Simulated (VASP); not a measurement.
Calculation: LDA (Ceperley-Alder, Perdew-Zunger), VASP's LDA PAW potentials (set 64) (plane waves; VASP).

VASP input:

### POSCAR
```
NbAs
1
   -1.7168040000     1.7168040000     5.8489320000
    1.7168040000    -1.7168040000     5.8489320000
    1.7168040000     1.7168040000    -5.8489320000
Nb As
2 2
Direct
  0.7497200000   0.7497200000   0.0000000000
  0.4997200000   0.9997200000   0.5000000000
  0.1672800000   0.1672800000   0.0000000000
  0.9172800000   0.4172800000   0.5000000000
```

### KPOINTS
```
Automatic mesh
0
Gamma
10 10 10
0 0 0
```

### INCAR
```
ALGO=Normal
EDIFF=1E-6
EDIFFG=-0.01
ENCUT=300
IBRION=2
ISIF=3
ISMEAR=-1
LASPH=.TRUE.
LCHARG=.FALSE.
LMAXMIX=4
LREAL=.FALSE.
LWAVE=.FALSE.
NELM=100
NSW=50
PREC=Accurate
SIGMA=0.136
SYSTEM=NbAs
```

POTCAR, in this order: Nb_sv As (LDA.64 set). Program: vasp_std.

At this cut-off the stress carries a Pulay error, which pulls relaxed volumes low. Energy and stress use the plane-wave basis of the starting cell.

**Question.** Estimate the energy per atom (σ→0), volume per atom, band gap (on the k-mesh).

**Answer.** 
```
Item                                                         Value
------------------------  ----------------------------------------
energy per atom (σ→0)                               -9094 meV/atom
band gap (on the k-mesh)  none (metal, semimetal or under 0.01 eV)
volume per atom                                     16.84 Å^3/atom
```

### OSZICAR
```
...
  10 F= -.36407194E+02 E0= -.36374945E+02  d E =0.459177E-05
       N       E                     dE             d eps       ncg     rms          rms(c)
DAV:   1    -0.364072522085E+02   -0.58907E-04   -0.32618E-03  5928   0.645E-01    0.579E-02
DAV:   2    -0.364072195757E+02    0.32633E-04   -0.37820E-04  6678   0.194E-01    0.201E-02
DAV:   3    -0.364072108779E+02    0.86977E-05   -0.19812E-05  7996   0.398E-02    0.905E-03
DAV:   4    -0.364072104720E+02    0.40592E-06   -0.13326E-05  7798   0.205E-02    0.551E-03
DAV:   5    -0.364072108449E+02   -0.37288E-06   -0.51140E-07  2626   0.646E-03
  11 F= -.36407211E+02 E0= -.36374936E+02  d E =-.120772E-04
```

The structure comes from a computed database's NbAs entry; how it stands against other phases isn't given here. This run relaxes it. Symmetry was kept, so distortions that lower it aren't found. The run is one of a series of settings (EDIFFG = -0.01, GGA removed, IBRION = 2, ISIF = 3, NSW = 50, POTCAR Nb_sv As (LDA.64 set) against the base run), some of them coarse on purpose.
